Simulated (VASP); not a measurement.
Consider the following.

```yaml
crystal:
  lattice:
    - [0.00000, 3.20939, 3.20939]
    - [3.20939, 0.00000, 3.20939]
    - [3.20939, 3.20939, 0.00000]
  atoms:
    - { symbol: Sn, position: [0.00000, 0.00000, 0.00000] }
    - { symbol: Te, position: [0.50000, 0.50000, 0.50000] }
```

Calculation: RPBE GGA, VASP's PBE PAW potentials (set 64) (plane waves; VASP 6.6.1). Numerical set-up: 520 eV cut-off, 7×7×7 Γ-centred mesh, Gaussian smearing of 0.050 eV, potentials Sn_d Te.

Q: Predict the energy per atom (σ→0), pressure.

A: 
The energy per atom (σ→0) comes out as -3.436 eV/atom and the pressure is 1.10 GPa.

The absolute energy has meaning only against runs of the same code, potentials and settings.

The compound is SnTe in the rock salt structure, which distorts at low temperature. This cell is one point of a volume scan, at 0.97 of the reference volume.
